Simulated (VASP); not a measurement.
Here is the system:

```yaml
crystal:
  lattice:
    - [2.31029, -4.00153, 0.00000]
    - [2.31029, 4.00153, 0.00000]
    - [0.00000, 0.00000, 8.10185]
  atoms:
    - { symbol: Pb, position: [0.00000, 0.00000, 0.00000] }
    - { symbol: I, position: [0.33333, 0.66667, 0.22610] }
    - { symbol: I, position: [0.66667, 0.33333, 0.77390] }
```

Level of theory: AM05 GGA, VASP's PBE PAW potentials (set 64) (plane waves; VASP 6.6.1). Run with 520 eV cut-off, 6×6×3 Γ-centred mesh, tetrahedra with Blöchl corrections, potentials Pb_d I.

The cores are frozen, which limits the accuracy of field gradients. Without a dispersion term in the relaxation, distances and binding between the weakly bound layers, chains or molecules are unreliable, and so is what depends on them.

Question: Give the principal components of the electric field gradient (V/Å²) and the asymmetry η at each nucleus.

Answer: 
```json
[
 {"atom": "Pb1", "Vxx": "-9.9", "Vyy": "-9.9", "Vzz": "19.9", "η": "0.00"},
 {"atom": "I2", "Vxx": "5.6", "Vyy": "5.6", "Vzz": "-11.2", "η": "0.00"},
 {"atom": "I3", "Vxx": "5.6", "Vyy": "5.6", "Vzz": "-11.2", "η": "0.00"}
]
```

The compound is PbI2 in the 1T layered structure. It was relaxed first, which changed the volume by +19 %.
